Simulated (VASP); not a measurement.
A convergence study with VASP on Na₂S (antifluorite): one setting is varied, all else stays as given below, so the limit is that of these other settings.

```
Na2S
1.0
    0.00000     3.27000     3.27000
    3.27000     0.00000     3.27000
    3.27000     3.27000     0.00000
Na S
2 1
Direct
  0.25000   0.25000   0.25000
  0.75000   0.75000   0.75000
  0.00000   0.00000   0.00000
```

These are PBE GGA, VASP's PBE PAW potentials (set 64) (plane waves; VASP) values and carry that method's errors. The tightest run used: 550 eV cut-off, 15×15×15 Γ-centred mesh, Gaussian smearing of 0.050 eV, potentials Na_pv S.

The reference is 15×15×15 mesh, which took about 2 core-minutes. Times come from single runs on busy shared machines, so they are rough: good to a factor of about 2.

### Question
Of the settings 1×1×1 mesh; 2×2×2 mesh; 3×3×3 mesh; 4×4×4 mesh; 5×5×5 mesh; 6×6×6 mesh; 7×7×7 mesh; 8×8×8 mesh; 9×9×9 mesh; 10×10×10 mesh; 11×11×11 mesh; 12×12×12 mesh; 13×13×13 mesh; 14×14×14 mesh; 15×15×15 mesh, which is the lowest that keeps the difference from the reference in the stress, largest component (GPa) within 0.1 from there on, and what does it cost?

### Answer
3×3×3 mesh; its cost over the reference is about 1/10.
| setting | difference in the stress, largest component (GPa) | cost over the reference |
|---|---|---|
| 1×1×1 mesh | 5.35 | about 1/20 |
| 2×2×2 mesh | 0.75 | about 1/10 |
| 3×3×3 mesh | 0.08 | about 1/10 |
| 4×4×4 mesh | 0.01 | about 1/10 |
| 5×5×5 mesh | 0.00 | about 1/9 |
| 6×6×6 mesh | 0.00 | about 1/8 |
| 7×7×7 mesh | 0.00 | about 1/4 |
| 8×8×8 mesh | 0.00 | about 1/4 |
| 9×9×9 mesh | 0.00 | about 1/4 |
| 10×10×10 mesh | 0.00 | about 1/3 |
| 11×11×11 mesh | 0.00 | within a factor of 2 |
| 12×12×12 mesh | 0.00 | within a factor of 2 |
| 13×13×13 mesh | 0.00 | within a factor of 2 |
| 14×14×14 mesh | 0.00 | within a factor of 2 |
| 15×15×15 mesh | 0.00 | reference |

Left out are rungs that failed or repeat a setting and relaxations that didn't move; long series are thinned to 24 rows.

The compound is Na2S in the antifluorite structure. The cell was not relaxed at this level.
